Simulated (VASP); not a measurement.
Data:

```
CELL_PARAMETERS angstrom
     -2.45295     2.45295     2.45295
      2.45295    -2.45295     2.45295
      2.45295     2.45295    -2.45295
ATOMIC_POSITIONS crystal
  Ba 0.00000 0.00000 0.00000
```

Level of theory: optB86b-vdW, VASP's PBE PAW potentials (set 64) (plane waves; VASP 6.6.1). Run with 520 eV cut-off, Gaussian smearing of 0.050 eV, potentials Ba_sv.

**Question.** Give the energies of bands 5 to 8 at the high-symmetry points, in eV from the Fermi level.

**Answer.** 
```json
[
 {"band": "5", "Γ": "-2.75", "H": "-0.61", "N": "-0.90", "P": "0.63"},
 {"band": "6", "Γ": "1.95", "H": "-0.61", "N": "0.72", "P": "0.63"},
 {"band": "7", "Γ": "1.95", "H": "4.75", "N": "1.51", "P": "0.63"},
 {"band": "8", "Γ": "1.95", "H": "4.75", "N": "3.42", "P": "4.14"}
]
```

It has no gap at this level: it comes out as a metal or semimetal.

The compound is Ba in the bcc structure. It was relaxed first, which changed the volume by -7 %.
